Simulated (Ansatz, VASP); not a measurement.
**In2W in VASP and in Ansatz**

Contents of INCAR:

```
ALGO     = Normal         # electronic algorithm
EDIFF    = 1E-7           # SCF threshold, eV
EDIFFG   = -0.005         # ionic threshold
ENCUT    = 600            # plane-wave cutoff, eV
GGA      = PE             # functional
IBRION   = 2              # ionic algorithm
ISIF     = 3              # what is computed and relaxed
ISMEAR   = 0              # smearing method
LASPH    = T              # aspherical terms in the spheres
LCHARG   = F              # write CHGCAR
LREAL    = F              # projectors in reciprocal space
LWAVE    = F              # write WAVECAR
NELM     = 100            # most SCF steps
NSW      = 100            # ionic steps
PREC     = Accurate       # precision mode
SIGMA    = 0.1            # smearing width, eV
```

Contents of KPOINTS:

```
k-points
0
Gamma
  12 12 14
```

POSCAR

```
In2W
1.0
    4.9502313065      0.0000000000      0.0000000000
   -2.4751156533      4.2870260661      0.0000000000
    0.0000000000      0.0000000000      2.8122953941
In W
2 1
Direct
    0.3333333333      0.6666666667      0.5000000000
    0.6666666667      0.3333333333      0.5000000000
    0.0000000000      0.0000000000      0.0000000000
```

Input for Ansatz:

```yaml
crystal:
  lattice:
    - [4.9502313065, 0.0, 0.0]
    - [-2.4751156533, 4.2870260661, 0.0]
    - [0.0, 0.0, 2.8122953941]
  atoms:
    - { symbol: In, position: [0.3333333333, 0.6666666667, 0.5] }
    - { symbol: In, position: [0.6666666667, 0.3333333333, 0.5] }
    - { symbol: W, position: [0.0, 0.0, 0.0] }
basis:
  ecutwfc: 420
kpoints:
  mp_grid: { grid: [12, 12, 14] }
hamiltonian:
  xc: pbe
scf:
  occupations: { method: gaussian, width: 0.1 }
output:
  forces: true
  stress: true
  eigenvalues: true
relax:
  adjacent_minimum: "off"
  f_tol: 0.005
  max_steps: 80
  cell: { stress_tol: 0.05 }
```

The cell comes from a database or a generator and needn't be the stable form of this composition.

Alike in both runs: task relaxation of cell and atoms; functional PBE; k mesh 12 × 12 × 14; occupations gaussian, width 0.1 eV; no spin polarisation.

|  | VASP | Ansatz |
| --- | --- | --- |
| version | VASP 6.6.1 | Ansatz 0.2.0 |
| potentials or method | VASP PAW PBE potentials, release 64 (In_d, W_sv) | scalar-relativistic, plane waves, PAW |
| plane-wave cutoff (eV) | 600 | 420 |
| valence electrons in the cell | 40 | 40 |

Ansatz gave:

| Quantity | Value |
| --- | --- |
| gap on the k mesh at the Fermi level, each at its own relaxed structure (eV) | none |
| relaxed volume (Å³/atom) | 19.87 |
| relaxed cell length with the largest relative difference (Å) | 4.935 |

Problem. Which values does VASP return?

Solution. gap on the k mesh at the Fermi level, each at its own relaxed structure (eV): none; relaxed volume (Å³/atom): 19.89; relaxed cell length with the largest relative difference (Å): 4.936.

A gap of «none» marks a metal or a gap that the smearing closes.

Spin-orbit coupling is left out, which matters for the levels of W.
